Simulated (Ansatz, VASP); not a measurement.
## H18C11O9 (amorphous polycarbonate of ethylene at 300 K): VASP beside Ansatz

One calculation is typed for both programs; each brings its own data sets. How far apart do they land? Of the first pair: The structure shown is the start of the Ansatz relaxation below; VASP solves that cell, so the two are compared at the walk's first step.

Method: plane waves, with VASP 6.6.1 beside it; single point at LDA, in Ansatz 0.2.0.

## Step 1: The starting structure

The cell holds 152 atoms: 44 C, 36 O and 72 H. Cell: a = 10.960 Å, b = 10.756 Å, c = 11.284 Å, α = 88.8°, β = 91.8°, γ = 87.7°. As first built, before any earlier steps moved the atoms (in the runner's words): 4 polycarbonate of ethylene chains of 3 units placed at random, at 1.28 g/cm^3; overlaps pushed apart, then 20 ps at 800 K with MMFF94 bonds, angles, torsions, charges and radii (Halgren, J. Comput. Chem. 17, 490 (1996)) in harmonic and 12-6 forms; charges of ions scaled by 0.8. Snapshot after 30 ps at 300 K and fixed volume.

## Step 2: Ansatz: relaxation, LDA

Ansatz runs on its default PAW (the set named soft_2) files.

The two programs are compared at the cell with which this relaxation starts, whose forces are those of its first step.

input.yaml

```yaml
crystal:
  lattice:
    - [10.95659, 0.2197, -0.17602]
    - [0.21767, 10.75279, 0.11979]
    - [-0.17482, 0.11803, 11.28177]
  atoms:
    - { symbol: C, position: [0.08624, 0.53586, 0.86845] }
    - { symbol: O, position: [0.09077, 0.46303, 0.76487] }
    - { symbol: C, position: [0.01524, 0.36864, 0.76096] }
    - { symbol: O, position: [0.94679, 0.33693, 0.83762] }
    - { symbol: O, position: [0.02753, 0.31454, 0.65758] }
    - { symbol: C, position: [0.94003, 0.22327, 0.62848] }
    - { symbol: C, position: [0.96487, 0.18097, 0.50732] }
    - { symbol: O, position: [0.0791, 0.11473, 0.51098] }
    - { symbol: C, position: [0.09851, 0.04646, 0.4169] }
    - { symbol: O, position: [0.02889, 0.03471, 0.33312] }
    - { symbol: O, position: [0.20782, 0.9907, 0.4316] }
    - { symbol: C, position: [0.2468, 0.92378, 0.33144] }
    - { symbol: C, position: [0.27929, 0.00842, 0.23129] }
    - { symbol: O, position: [0.38758, 0.07381, 0.25789] }
    - { symbol: C, position: [0.37342, 0.18902, 0.29595] }
    - { symbol: O, position: [0.27735, 0.24187, 0.31374] }
    - { symbol: O, position: [0.48382, 0.23512, 0.30998] }
    - { symbol: C, position: [0.49272, 0.35881, 0.35384] }
    - { symbol: C, position: [0.61005, 0.36683, 0.42514] }
    - { symbol: C, position: [0.72203, 0.37463, 0.35109] }
    - { symbol: H, position: [0.00419, 0.59725, 0.86219] }
    - { symbol: H, position: [0.0842, 0.47665, 0.94931] }
    - { symbol: H, position: [0.16854, 0.59233, 0.86888] }
    - { symbol: H, position: [0.94623, 0.14569, 0.6945] }
    - { symbol: H, position: [0.84736, 0.26556, 0.63029] }
    - { symbol: H, position: [0.97075, 0.26144, 0.44519] }
    - { symbol: H, position: [0.89034, 0.12211, 0.47378] }
    - { symbol: H, position: [0.17351, 0.8624, 0.29967] }
    - { symbol: H, position: [0.32733, 0.86852, 0.36343] }
    - { symbol: H, position: [0.20374, 0.07394, 0.20727] }
[... 116 atom lines left out ...]
    - { symbol: H, position: [0.97618, 0.02992, 0.891] }
    - { symbol: H, position: [0.11375, 0.801, 0.80228] }
    - { symbol: H, position: [0.00494, 0.89272, 0.71978] }
    - { symbol: H, position: [0.25368, 0.98379, 0.81952] }
    - { symbol: H, position: [0.21636, 0.95422, 0.66767] }
    - { symbol: H, position: [0.14438, 0.07937, 0.7389] }
kpoints:
  mp_grid: { grid: [1, 1, 1] }
hamiltonian:
  xc: lda
scf:
  occupations: { method: fixed }
output:
  forces: true
  eigenvalues: true
  stress: true
relax:
  f_tol: 0.05
  max_steps: 70
```

Launch:

```
> ansatz run input.yaml --threads 4 --pin off --max-ram 8192MiB --backend cpu --events-out ev --progress --plain --runs-dir out
```

Numbers of over 12 decimals in the logs are rounded to 6 here.

The program printed:

```text
Warning: output.stress: scf.convergence.dr2_threshold = 1e-7 eV (the SCF's general default) is looser than the 1.08e-8 eV advised for a printed stress (1e-10 eV for each atom of the cell: 152, of which 108 are counted). What an SCF threshold leaves in a stress goes as its square root, and in the free energy as the threshold itself, and one threshold admits the most on a small cell: [figures from the program's tests c [...]
Engine: ansatz 0.2.0, x86_64-unknown-linux-gnu
Pseudopotentials: kind: paw
Pseudopotential: C, paw, valence charge 4, recommended cutoff 420 eV (normal), C.paw.azcp
Pseudopotential: O, paw, valence charge 6, recommended cutoff 420 eV (normal), O.paw.azcp
Pseudopotential: H, paw, valence charge 1, recommended cutoff 420 eV (normal), H.paw.azcp
Functional definition: SPW92
  exchange = slater_x
  correlation = pw_c
Crystal: 152 atoms, lattice volume = 1328.115 Å³
Basis set: ecut = 420 eV, 25915 PW (Γ)
Bands: 384, of which v1, the nominal top of the filled ones, is band 232 counted from 1 (231 counted from 0)
Symmetry: 1 space group operations
Space group: P1 (ITA 1), of the structure as read, at distance tolerance 1.1e-4 Å
k-points: 1
Non-local potential: C, projectors of the file, l = 0: 2, l = 1: 2, l = 2: 1
Non-local potential: O, projectors of the file, l = 0: 2, l = 1: 2, l = 2: 1
Non-local potential: H, projectors of the file, l = 0: 2, l = 1: 1
PAW form: soft (Blöchl's): semilocal exchange-correlation on the pseudo side does not see the compensation charge
PAW frozen core: C, regenerated for the run's functional, and the local potential with it (the file was generated under x = pbe(κ = 0.804, μ = 0.219515), c = pbe(β = 0.066725))
PAW frozen core: O, regenerated for the run's functional, and the local potential with it (the file was generated under x = pbe(κ = 0.804, μ = 0.219515), c = pbe(β = 0.066725))
PAW one-centre angular grid: C, 110 points (default); XC on 64 Gauss nodes
PAW one-centre angular grid: O, 110 points (default); XC on 64 Gauss nodes
PAW one-centre angular grid: H, 110 points (default); XC on 64 Gauss nodes
Initial density: superposition of atomic densities (neutral atoms: chi_scale 0, normalization atom), corrected by the library's trained network
Initial wavefunctions: pseudopotential atomic-orbital guess
Functional: x = slater, c = lda
SCF iter   1: F=—  HF=-31790.153136 eV  |F-HF|=—  |Δ(HF+E_count)|=         —  Δρ=1.20e-2  dr2=1.44e0  ethr=1.77e-3  ⟨swp⟩=5.0  Hψ=1324  notcnv=0  defer=148
preconditioner: auto → Resta (q_TF=auto, 2.290 Å⁻¹)  ε∞=2.6  [insulator: Δε(μ)=5.675 eV  Ē_g=17.229 eV  n_scr=254 (ndim 8)  ℏωp=21.9 eV  f_vac=0.166  ε∞_Penn≈2.6]
SCF iter   2: F=—  HF=-31789.746044 eV  |F-HF|=—  |Δ(HF+E_count)|=   4.07e-1  Δρ=5.22e-3  dr2=2.78e-1  ethr=3.11e-4  ⟨swp⟩=2.0  Hψ=641  notcnv=0  defer=150
SCF iter   3: F=—  HF=-31789.663688 eV  |F-HF|=—  |Δ(HF+E_count)|=   8.24e-2  Δρ=2.45e-3  dr2=7.18e-2  ethr=5.99e-5  ⟨swp⟩=2.0  Hψ=448  notcnv=0  defer=150
SCF iter   4: F=—  HF=-31789.645572 eV  |F-HF|=—  |Δ(HF+E_count)|=   1.81e-2  Δρ=6.83e-4  dr2=6.04e-3  ethr=1.55e-5  ⟨swp⟩=2.0  Hψ=451  notcnv=0  defer=150
SCF iter   5: F=—  HF=-31789.644273 eV  |F-HF|=—  |Δ(HF+E_count)|=   1.30e-3  Δρ=3.22e-4  dr2=1.18e-3  ethr=1.30e-6  ⟨swp⟩=2.0  Hψ=592  notcnv=0  defer=150
SCF iter   6: F=—  HF=-31789.644289 eV  |F-HF|=—  |Δ(HF+E_count)|=   1.64e-5  Δρ=9.40e-5  dr2=1.43e-4  ethr=2.55e-7  ⟨swp⟩=2.0  Hψ=438  notcnv=0  defer=150
SCF iter   7: F=-31789.644305 eV  HF=-31789.644304 eV  |F-HF|=1.33e-6  |Δ(HF+E_count)|=   1.48e-5  Δρ=2.87e-5  dr2=1.18e-5  ethr=1.35e-8  ⟨swp⟩=14.0  Hψ=2628  notcnv=0
SCF 1 converged in 7 iterations: F = -31789.644305 eV  dr2 = 1.18e-5
  greatest PAW one-centre occupation: 0.874 electrons in one spin orbital (limit 2), on the O atom at site 47 (counted from 0), in its partial waves of l = 0
[...]
- { symbol: O, position: [0.421074, 0.754187, 0.185655] }
    - { symbol: C, position: [0.507749, 0.705685, 0.259518] }
    - { symbol: O, position: [0.571629, 0.614557, 0.241607] }
    - { symbol: O, position: [0.511735, 0.773180, 0.356510] }
    - { symbol: C, position: [0.605790, 0.732526, 0.440569] }
    - { symbol: C, position: [0.731176, 0.759969, 0.400867] }
    - { symbol: O, position: [0.762906, 0.882758, 0.429392] }
    - { symbol: C, position: [0.729856, 0.977837, 0.355948] }
    - { symbol: O, position: [0.740046, 0.083767, 0.386336] }
    - { symbol: O, position: [0.689585, 0.941975, 0.251259] }
    - { symbol: C, position: [0.664256, 0.040457, 0.164824] }
    - { symbol: C, position: [0.587104, 0.991503, 0.066187] }
    - { symbol: C, position: [0.642267, 0.876751, 0.011311] }
    - { symbol: H, position: [0.393666, 0.826856, 0.585403] }
    - { symbol: H, position: [0.401590, 0.663810, 0.548658] }
    - { symbol: H, position: [0.259554, 0.752870, 0.527301] }
    - { symbol: H, position: [0.395644, 0.861958, 0.973411] }
    - { symbol: H, position: [0.251413, 0.811478, 0.030679] }
    - { symbol: H, position: [0.497395, 0.660222, 0.045288] }
    - { symbol: H, position: [0.353692, 0.607097, 0.091414] }
    - { symbol: H, position: [0.585967, 0.785630, 0.520821] }
    - { symbol: H, position: [0.599521, 0.631589, 0.457912] }
    - { symbol: H, position: [0.798026, 0.697591, 0.449914] }
    - { symbol: H, position: [0.740287, 0.743852, 0.305378] }
    - { symbol: H, position: [0.752461, 0.071157, 0.132723] }
    - { symbol: H, position: [0.619541, 0.119225, 0.209449] }
    - { symbol: H, position: [0.574888, 0.067574, -0.00103051] }
    - { symbol: H, position: [0.495797, 0.974210, 0.100404] }
    - { symbol: H, position: [0.652135, 0.797669, 0.075304] }
    - { symbol: H, position: [0.734467, 0.893132, 0.979791] }
    - { symbol: H, position: [0.586738, 0.847951, 0.934278] }
    - { symbol: C, position: [0.714078, 0.927049, 0.716274] }
    - { symbol: O, position: [0.635812, 0.033161, 0.732440] }
    - { symbol: C, position: [0.543347, 0.045828, 0.654825] }
    - { symbol: O, position: [0.522616, 0.978556, 0.572624] }
    - { symbol: O, position: [0.476421, 0.146951, 0.680892] }
    - { symbol: C, position: [0.377054, 0.175721, 0.599716] }
    - { symbol: C, position: [0.316691, 0.295144, 0.634462] }
    - { symbol: O, position: [0.395676, 0.395060, 0.612665] }
    - { symbol: C, position: [0.448257, 0.444876, 0.706320] }
    - { symbol: O, position: [0.424936, 0.427055, 0.808782] }
    - { symbol: O, position: [0.532001, 0.521160, 0.667230] }
    - { symbol: C, position: [0.604272, 0.578352, 0.755843] }
    - { symbol: C, position: [0.724824, 0.510557, 0.776722] }
    - { symbol: O, position: [0.793001, 0.502779, 0.671382] }
    - { symbol: C, position: [0.866080, 0.596620, 0.651741] }
    - { symbol: O, position: [0.874869, 0.687496, 0.712055] }
    - { symbol: O, position: [0.927046, 0.572847, 0.554914] }
    - { symbol: C, position: [0.017549, 0.660438, 0.526696] }
    - { symbol: C, position: [0.072619, 0.620365, 0.413139] }
    - { symbol: C, position: [0.144705, 0.498093, 0.425172] }
    - { symbol: H, position: [0.663113, 0.841971, 0.729825] }
    - { symbol: H, position: [0.750906, 0.927901, 0.626472] }
    - { symbol: H, position: [0.787114, 0.928872, 0.784918] }
    - { symbol: H, position: [0.412148, 0.182311, 0.509333] }
    - { symbol: H, position: [0.310717, 0.101237, 0.600165] }
    - { symbol: H, position: [0.293680, 0.294527, 0.728912] }
[...]
- { symbol: C, position: [0.963086, 0.166502, 0.095846] }
    - { symbol: O, position: [0.088156, 0.165037, 0.066189] }
    - { symbol: C, position: [0.142551, 0.271635, 0.077007] }
    - { symbol: O, position: [0.097331, 0.368080, 0.111456] }
    - { symbol: O, position: [0.256826, 0.254484, 0.042523] }
    - { symbol: C, position: [0.330658, 0.359074, 0.053165] }
    - { symbol: C, position: [0.458919, 0.311630, 0.035088] }
    - { symbol: O, position: [0.533054, 0.416042, 0.047764] }
    - { symbol: C, position: [0.652063, 0.388535, 0.048309] }
    - { symbol: O, position: [0.698234, 0.285183, 0.041177] }
    - { symbol: O, position: [0.711551, 0.492944, 0.057702] }
    - { symbol: C, position: [0.840819, 0.474079, 0.072079] }
    - { symbol: C, position: [0.894224, 0.590463, 0.114105] }
    - { symbol: O, position: [0.876947, 0.687145, 0.026286] }
    - { symbol: C, position: [0.968336, 0.763437, 0.014591] }
    - { symbol: O, position: [0.067637, 0.751993, 0.064560] }
    - { symbol: O, position: [0.931226, 0.854049, 0.939098] }
    - { symbol: C, position: [0.020716, 0.938489, 0.903053] }
    - { symbol: C, position: [0.075941, 0.898636, 0.789375] }
    - { symbol: C, position: [0.175434, 0.983717, 0.754697] }
[...]
- { symbol: H, position: [0.849006, 0.622047, 0.195129] }
    - { symbol: H, position: [0.090637, 0.945411, 0.974967] }
    - { symbol: H, position: [0.971835, 0.030080, 0.892502] }
    - { symbol: H, position: [0.112671, 0.801821, 0.800912] }
    - { symbol: H, position: [0.00333814, 0.896202, 0.719334] }
    - { symbol: H, position: [0.250295, 0.983116, 0.822460] }
    - { symbol: H, position: [0.214642, 0.956781, 0.669759] }
    - { symbol: H, position: [0.140616, 0.081042, 0.742672] }
```

## Step 3: VASP: single point, LDA, start cell, pair 1

The same cell, functional (in two slightly different forms) and mesh now go to VASP, with its own data sets.

Lines of VASP's logs that name or quote its potential files are left out, and so is its time.

INCAR

```
SYSTEM = H18C11O9
PREC = Accurate
ENCUT = 520
EDIFF = 1E-06
NELM = 120
ISMEAR = 0
SIGMA = 0.01
LREAL = Auto
ALGO = Normal
GGA = CA
NBANDS = 338
LORBIT = 11
LWAVE = .FALSE.
LCHARG = .FALSE.
ISIF = 2
LASPH = .TRUE.
GGA_COMPAT = .FALSE.
EFERMI = MIDGAP
```

POSCAR

```
H18C11O9
1.0
   10.9565900000      0.2197000000     -0.1760200000
    0.2176700000     10.7527900000      0.1197900000
   -0.1748200000      0.1180300000     11.2817700000
C O H
44 36 72
Direct
    0.0862387989      0.5358562570      0.8684532243
    0.0152409971      0.3686424592      0.7609641962
    0.9400343125      0.2232718640      0.6284757714
    0.9648711565      0.1809706063      0.5073191664
    0.0985133232      0.0464576971      0.4169004640
    0.2467977214      0.9237843561      0.3314356885
    0.2792932087      0.0084201596      0.2312892870
    0.3734185527      0.1890233588      0.2959540946
    0.4927223436      0.3588078168      0.3538405231
    0.6100505945      0.3668343327      0.4251405605
    0.7220340977      0.3746311394      0.3510898891
    0.3440993011      0.7392523272      0.5827022996
    0.3634709287      0.7587919992      0.7880574111
    0.3417179406      0.7816038053      0.9929931981
    0.4067254571      0.6907822880      0.0771459624
    0.5074485213      0.7061472659      0.2597670142
    0.6051382442      0.7327368589      0.4412908511
    0.7308928909      0.7622717368      0.4022275968
    0.7288610647      0.9801534762      0.3574068200
    0.6624888427      0.0420867985      0.1669126129
    0.5872305695      0.9910581456      0.0673161631
    0.6448659031      0.8790117025      0.0118166285
    0.7149670206      0.9321480265      0.7161718846
    0.5446615308      0.0476035932      0.6537864970
    0.3789884913      0.1744098791      0.5976736802
    0.3176778359      0.2921715703      0.6324378551
    0.4480424354      0.4447894932      0.7060667870
    0.6050006667      0.5797686101      0.7570214368
    0.7243809003      0.5121018476      0.7780216088
    0.8661874770      0.5973159663      0.6514061038
[... 116 atom lines left out ...]
    0.9761842713      0.0299241154      0.8909987835
    0.1137489655      0.8010028945      0.8022827939
    0.0049389080      0.8927226231      0.7197833411
    0.2536763161      0.9837855756      0.8195171884
    0.2163643992      0.9542230318      0.6676681128
    0.1443786563      0.0793717335      0.7389005086
```

KPOINTS

```
Automatic mesh
0
Gamma
1 1 1
0 0 0
```

Potentials, in the order of the species: C, O and H (LDA family, release 64).

Launch:

```
> export OMP_NUM_THREADS=4
> mpirun -np 1 vasp_gam
```

The program printed:

```text
[banner, memory and clock lines left out]
running    1 mpi-ranks, on    1 nodes
[...]
Offloading initialized ...    1 GPUs detected
[...]
LDA part: xc-table for (Slater(with rela. corr.)+CA(PZ))
 , standard interpolation
 POSCAR, INCAR and KPOINTS ok, starting setup
[...]
entering main loop
       N       E                     dE             d eps       ncg     rms          rms(c)
DAV:   1     0.348186000289E+04    0.34819E+04   -0.26323E+05   692   0.132E+03
DAV:   2    -0.697090819509E+03   -0.41790E+04   -0.39478E+04   838   0.324E+02
DAV:   3    -0.104665752680E+04   -0.34957E+03   -0.34626E+03   832   0.956E+01
DAV:   4    -0.105400406855E+04   -0.73465E+01   -0.73127E+01   832   0.151E+01
[...]
DAV:  16    -0.975288663892E+03    0.23672E-04   -0.22274E-05   824   0.259E-02    0.711E-03
DAV:  17    -0.975288659742E+03    0.41499E-05   -0.27590E-05   840   0.171E-02    0.474E-03
DAV:  18    -0.975288659791E+03   -0.48836E-07   -0.78705E-06   840   0.687E-03
   1 F= -.97528866E+03 E0= -.97528866E+03  d E =0.000000E+00
```

Parts of OUTCAR (step 3):

```text
  FREE ENERGIE OF THE ION-ELECTRON SYSTEM (eV)
  ---------------------------------------------------
  free  energy   TOTEN  =      -975.2886597912 eV

  energy  without entropy=     -975.2886597912  energy(sigma->0) =     -975.28865979
```

The run ends at a pressure of 0.74 GPa, with forces up to 1.6 eV/Å.

## Step 4: Comparison

Known differences besides the potentials themselves: the two LDA forms differ slightly; fixed occupations in Ansatz, narrow Gaussian smearing in VASP; the cutoff is 420 eV in Ansatz and 520 eV in VASP (PREC = Accurate, projectors in real space); VASP's log shows a relativistic correction to its local exchange, Ansatz's none. Total energies have different zeros and are not compared.

Forces on 7 of the 152 atoms, those with the largest forces and the largest differences (eV/Å; atoms numbered as in POSCAR):

```csv
atom,"Ansatz x, y, z","VASP x, y, z"
C8,"0.540, -0.090, -0.037","0.877, -0.260, -0.105"
C16,"-0.212, 0.397, 0.217","-0.440, 0.724, 0.296"
O52,"-0.613, 0.467, 0.193","-1.162, 0.756, 0.307"
O55,"-0.745, -0.634, 0.040","-0.324, -0.276, 0.003"
O58,"0.586, -0.755, -0.107","0.952, -1.276, -0.229"
O73,"-0.363, 0.460, 0.239","-0.604, 0.997, 0.448"
O76,"0.458, -0.581, -0.058","0.705, -1.169, -0.110"
```

The forces differ by 127 meV/Å r.m.s., which is 55.0 % of the r.m.s. force of 0.231 eV/Å (both taken over all components).

(Part 1 of 2 ends here.)

[Lines on the potential files, build, host, timing and source positions are cut from VASP's logs without a mark.]

[Logs are printed without paths, hosts, clocks, repeated set-up lines and the standing remarks that a program may print on its own settings, such as how far it seeks lower states.]

[Hosts, paths, dates, database ids (printed as entryN), source tags and the programs' standing remarks are cut or masked in the printed files.]

[The MMFF94 radii named for the starting cell were scaled by 0.96; in molecules described by MMFF94, hydrogen bound to N, O or S took a small fixed 12-6 site in their place.]
